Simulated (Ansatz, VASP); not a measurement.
# AuSF4 in VASP and in Ansatz

Contents of INCAR:

```
SYSTEM = AuSF4
PREC = Accurate ; ENCUT = 520
EDIFF = 1E-6 ; ISMEAR = 0
SIGMA = 0.1 ; LREAL = .FALSE.
LASPH = .TRUE. ; NELM = 60
ALGO = Normal ; ISIF = 2
LWAVE = .FALSE. ; LCHARG = .FALSE.
GGA = PE ; NBANDS = 32
```

Contents of KPOINTS:

```
regular mesh
0
G
  4 4 4
  0 0 0
```

Contents of POSCAR:

```
AuSF4
1.0
    0.0000000000      3.6000442500      3.6000442500
    3.6000442500      0.0000000000      3.6000442500
    3.6000442500      3.6000442500      0.0000000000
S Au F
1 1 4
Direct
    0.0000000000      0.0000000000      0.0000000000
    0.7500000000      0.7500000000      0.7500000000
    0.8757290200      0.3747569900      0.3747569900
    0.3747569900      0.3747569900      0.3747569900
    0.3747569900      0.8757290200      0.3747569900
    0.3747569900      0.3747569900      0.8757290200
```

Input for Ansatz:

```yaml
crystal:
  lattice:
    - [0.0, 3.60004425, 3.60004425]
    - [3.60004425, 0.0, 3.60004425]
    - [3.60004425, 3.60004425, 0.0]
  atoms:
    - { symbol: S, position: [0.0, 0.0, 0.0] }
    - { symbol: Au, position: [0.75, 0.75, 0.75] }
    - { symbol: F, position: [0.87572902, 0.37475699, 0.37475699] }
    - { symbol: F, position: [0.37475699, 0.37475699, 0.37475699] }
    - { symbol: F, position: [0.37475699, 0.87572902, 0.37475699] }
    - { symbol: F, position: [0.37475699, 0.37475699, 0.87572902] }
basis:
  ecutwfc: 420
kpoints:
  mp_grid: { grid: [4, 4, 4] }
hamiltonian:
  xc: pbe
scf:
  occupations: { method: gaussian, width: 0.1 }
  lower_state_search: "off"
output:
  forces: true
  stress: true
  eigenvalues: true
```

Change from the starting cell: species swapped into the PrYNi4 type (F-43m, No. 216).

Alike in both runs: task single point; functional PBE; k mesh 4 × 4 × 4; occupations gaussian, width 0.1 eV; no spin polarisation.

|  | VASP | Ansatz |
| --- | --- | --- |
| version | VASP 6.6.1 | Ansatz 0.2.0 |
| potentials or method | VASP PAW PBE potentials, release 64 (S, Au, F) | scalar-relativistic, plane waves, PAW |
| plane-wave cutoff (eV) | 520 | 420 |
| valence electrons in the cell | 45 | 53 |

|  | VASP | Ansatz | Ansatz less VASP |
| --- | --- | --- | --- |
| gap on the k mesh at the Fermi level (eV) | none | none | - |
| pressure (GPa) | -11.7 | -11.5 | +0.24 |
| rms of the force components (eV/Å) | 0.051 | 0.051 | +0.0001 |

Atom by atom the forces differ by 0.000 eV/Å (rms over components). A gap of «none» marks a metal or a gap that the smearing closes. The two sets of potentials don't hold the same shells in valence.

Caveats: the k mesh is coarse (spacing up to 0.38 Å⁻¹), so the values aren't converged; an odd number of electrons without spin polarisation forces a metal; a magnetic or distorted state may lie lower. Spin-orbit coupling is left out, which matters for the levels of Au.
